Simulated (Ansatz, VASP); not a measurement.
# Zn2SbO3: VASP beside Ansatz

```
Zn Sb O
1.0
     2.96940    1.71438    2.66048
    -2.96940    1.71438    2.66048
     0.00000   -3.42876    2.66048
Zn Sb O
2 1 3
Direct
  0.64391 0.64391 0.64391
  0.35609 0.35609 0.35609
  0.00000 0.00000 0.00000
  0.00000 0.50000 0.00000
  0.50000 0.00000 0.00000
  0.00000 0.00000 0.50000
```

Change from the starting cell: species swapped into the Zr2VNi3 type (R-3m, No. 166).

Alike in both runs: functional PBE; k mesh 6 × 6 × 6; occupations gaussian, width 0.1 eV; no spin polarisation.

Ansatz relaxed the structure, and its values are those at the end. VASP's run is a single point on that final structure, the one shown.

```csv
,VASP,Ansatz
version,VASP 6.6.1,Ansatz 0.2.0
potentials or method,"VASP PAW PBE potentials, release 64 (Zn, Sb, O)","scalar-relativistic, plane waves, PAW"
plane-wave cutoff (eV),520,420
valence electrons in the cell,47,57
```

VASP gave:

```
gap on the k mesh at the Fermi level (eV) : none
pressure (GPa)                            : -0.2
```

What did Ansatz give for the same quantities?

gap on the k mesh at the Fermi level (eV): none; pressure (GPa): 0.1.

A gap of «none» marks a metal or a gap that the smearing closes. The two sets of potentials don't hold the same shells in valence.

Caveats: an odd number of electrons without spin polarisation forces a metal; a magnetic or distorted state may lie lower. The runs have no spin-orbit coupling, so splittings on Sb are missing.
